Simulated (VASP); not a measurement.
Output of a VASP run:

OUTCAR:
```
 ion  position               nearest neighbor table
   1  0.000  0.000  0.000-   2 2.36   3 2.36   2 2.36   3 2.36   3 2.36   3 2.36   2 2.36   2 2.36
                             3 2.36   3 2.36   2 2.36   2 2.36
   2  0.333  0.667  0.500-   3 1.71   3 1.71   3 1.71   1 2.36   1 2.36   1 2.36   1 2.36   1 2.36
                             1 2.36
   3  0.667  0.333  0.500-   2 1.71   2 1.71   2 1.71   1 2.36   1 2.36   1 2.36   1 2.36   1 2.36
                             1 2.36
  LATTYP: Found a hexagonal cell.
 ALAT       =     2.9571733760
 C/A-ratio  =     1.0991037296
 Subroutine PRICEL returns:
 Original cell was already a primitive cell.
 Subroutine GETGRP returns: Found 24 space group operations
The static configuration has the point symmetry D_6h.
The dynamic configuration has the point symmetry D_6h.
 Subroutine INISYM returns: Found 24 space group operations
 Subroutine IBZKPT returns following result:
 Found     70 irreducible k-points:

 Following reciprocal coordinates:
            Coordinates               Weight
  0.000000  0.000000  0.000000      1.000000
  0.100000  0.000000  0.000000      6.000000
  0.200000  0.000000  0.000000      6.000000
  0.300000  0.000000  0.000000      6.000000
  0.400000 -0.000000  0.000000      6.000000
  0.500000 -0.000000  0.000000      3.000000
  0.100000  0.100000  0.000000      6.000000
  0.200000  0.100000  0.000000     12.000000
  0.300000  0.100000  0.000000     12.000000
  0.400000  0.100000  0.000000     12.000000
  0.200000  0.200000  0.000000      6.000000
  0.300000  0.200000  0.000000     12.000000
  0.400000  0.200000  0.000000      6.000000
  0.300000  0.300000  0.000000      6.000000
  0.000000  0.000000  0.125000      2.000000
  0.100000  0.000000  0.125000     12.000000
  0.200000  0.000000  0.125000     12.000000
  0.300000  0.000000  0.125000     12.000000
  0.400000 -0.000000  0.125000     12.000000
  0.500000 -0.000000  0.125000      6.000000
  0.100000  0.100000  0.125000     12.000000
  0.200000  0.100000  0.125000     24.000000
  0.300000  0.100000  0.125000     24.000000
  0.400000  0.100000  0.125000     24.000000
  0.200000  0.200000  0.125000     12.000000
  0.300000  0.200000  0.125000     24.000000
  0.400000  0.200000  0.125000     12.000000
  0.300000  0.300000  0.125000     12.000000
  0.000000  0.000000  0.250000      2.000000
  0.100000  0.000000  0.250000     12.000000
  0.200000  0.000000  0.250000     12.000000
  0.300000  0.000000  0.250000     12.000000
  0.400000 -0.000000  0.250000     12.000000
  0.500000 -0.000000  0.250000      6.000000
  0.100000  0.100000  0.250000     12.000000
  0.200000  0.100000  0.250000     24.000000
  0.300000  0.100000  0.250000     24.000000
  0.400000  0.100000  0.250000     24.000000
  0.200000  0.200000  0.250000     12.000000
  0.300000  0.200000  0.250000     24.000000
   k-points           NKPTS =     70   k-points in BZ     NKDIM =     70   number of bands    NBANDS=      8
   number of dos      NEDOS =    301   number of ions     NIONS =      3
   total plane-waves  NPLWV =  16128
   dimension x,y,z NGX =    24 NGY =   24 NGZ =   28
   dimension x,y,z NGXF=    48 NGYF=   48 NGZF=   56
   ions per type =               1   2
   PREC   = accura    normal or accurate (medium, high low for compatibility)
   ISTART =      0    job   : 0-new  1-cont  2-samecut
   ICHARG =      2    charge: 1-file 2-atom 10-const
   ISPIN  =      1    spin polarized calculation?
   LNONCOLLINEAR =      F non collinear calculations
   LSORBIT =      F    spin-orbit coupling
   INIWAV =      1    electr: 0-lowe 1-rand  2-diag
   ENCUT  =  600.0 eV  44.10 Ry    6.64 a.u.   5.91  5.91  6.49*2*pi/ulx,y,z
   NELM   =    100;   NELMIN=  2; NELMDL= -5     # of ELM steps
   EDIFF  = 0.1E-06   stopping-criterion for ELM
   LREAL  =      F    real-space projection
   NLSPLINE    = F    spline interpolate recip. space projectors
   LMAXMIX     =    2 max onsite mixed and CHGCAR
...
```

OSZICAR:
```
       N       E                     dE             d eps       ncg     rms          rms(c)
DAV:   1     0.945799303555E+01    0.94580E+01   -0.45174E+03  1216   0.965E+02
DAV:   2    -0.165408647119E+02   -0.25999E+02   -0.24598E+02  1664   0.130E+02
DAV:   3    -0.168344839384E+02   -0.29362E+00   -0.29371E+00  1448   0.157E+01
DAV:   4    -0.168349142179E+02   -0.43028E-03   -0.43031E-03  1712   0.501E-01
DAV:   5    -0.168349143757E+02   -0.15790E-06   -0.15766E-06  1448   0.791E-03    0.576E+00
DAV:   6    -0.152927157094E+02    0.15422E+01   -0.23268E+00  1208   0.914E+00    0.287E+00
DAV:   7    -0.149800268328E+02    0.31269E+00   -0.13689E+00  1328   0.685E+00    0.812E-01
DAV:   8    -0.149802878639E+02   -0.26103E-03   -0.68756E-02  1192   0.195E+00    0.325E-01
DAV:   9    -0.149745854061E+02    0.57025E-02   -0.15766E-02  1264   0.742E-01    0.536E-02
DAV:  10    -0.149745312443E+02    0.54162E-04   -0.97650E-04  1624   0.210E-01    0.239E-02
DAV:  11    -0.149745122747E+02    0.18970E-04   -0.95839E-05  1216   0.661E-02    0.213E-03
DAV:  12    -0.149745122045E+02    0.70163E-07   -0.23527E-06  1416   0.115E-02    0.126E-03
DAV:  13    -0.149745121448E+02    0.59701E-07   -0.22752E-07  1296   0.311E-03
   1 F= -.10365473E+02 E0= -.10365313E+02  d E =-.103655E+02
```

**OUTCAR**
```
------------------------ aborting loop because EDIFF is reached ----------------------------------------
  FORCE on cell =-STRESS in cart. coord.  units (eV):
  Direction    XX          YY          ZZ          XY          YZ          ZX
  --------------------------------------------------------------------------------------
  Total        4.6282605      4.6282584      4.6319575     -0.0000000      0.0000000     -0.0000000
  in kB      301.2511089    301.2509724    301.4917433     -0.0000000      0.0000000     -0.0000000
  external PRESSURE =       1.3312749 kB  Pullay stress =     300.0000000 kB
  volume of cell :       24.61
      direct lattice vectors                 reciprocal lattice vectors
     1.478586939 -2.560987122  0.000000000     0.338160704 -0.195237218  0.000000000
     1.478586939  2.560987122  0.000000000     0.338160704  0.195237218  0.000000000
     0.000000000  0.000000000  3.250240286     0.000000000  0.000000000  0.307669560
 POSITION                                       TOTAL-FORCE (eV/Angst)
 -----------------------------------------------------------------------------------
      0.00000      0.00000      0.00000         0.000000     -0.000000      0.000000
      1.47859      0.85366      1.62512         0.000000     -0.000000      0.000000
      1.47859     -0.85366      1.62512        -0.000000      0.000000      0.000000
 -----------------------------------------------------------------------------------
    total drift:                                0.000000     -0.000000      0.000000
  FREE ENERGIE OF THE ION-ELECTRON SYSTEM (eV)
  ---------------------------------------------------
  free  energy   TOTEN  =       -14.9745121448 eV

  energy  without entropy=      -14.9740307461  energy(sigma->0) =      -14.97435168
  enthalpy is  TOTEN    =       -10.3654729930 eV   P V=        4.6090391519

 reached required accuracy - stopping structural energy minimisation
```
(Selected blocks of OUTCAR.)

File POSCAR:
```
MgB2
1
    1.4785869393    -2.5609871219     0.0000000000
    1.4785869393     2.5609871219     0.0000000000
    0.0000000000    -0.0000000000     3.2502402865
Mg B
1 2
Direct
  0.0000000000   0.0000000000   1.0000000000
  0.3333330000   0.6666670000   0.5000000000
  0.6666670000   0.3333330000   0.5000000000
```

Task: Write an INCAR and KPOINTS that could have produced this output.

Result: This is not unique; one that fits is the input of the run itself, PBE GGA, plane waves, VASP's PBE PAW potentials (set 64).

### INCAR
```
ALGO = Normal
EDIFF = 1E-7
EDIFFG = -0.01
ENCUT = 600
GGA = PE
IBRION = 2
ISIF = 3
ISMEAR = 1
LASPH = T
LCHARG = F
LREAL = F
LWAVE = F
NELM = 100
NSW = 40
PREC = Accurate
PSTRESS = 300
SIGMA = 0.1
SYSTEM = MgB2
```

KPOINTS:
```
kpoints
0
gamma
10 10 8
0 0 0
```

POTCAR, in this order: Mg B (PBE.64 set). Program: vasp_std.

The compound is MgB2 in the AlB2 type structure. It was relaxed first under an external pressure of 30 GPa.
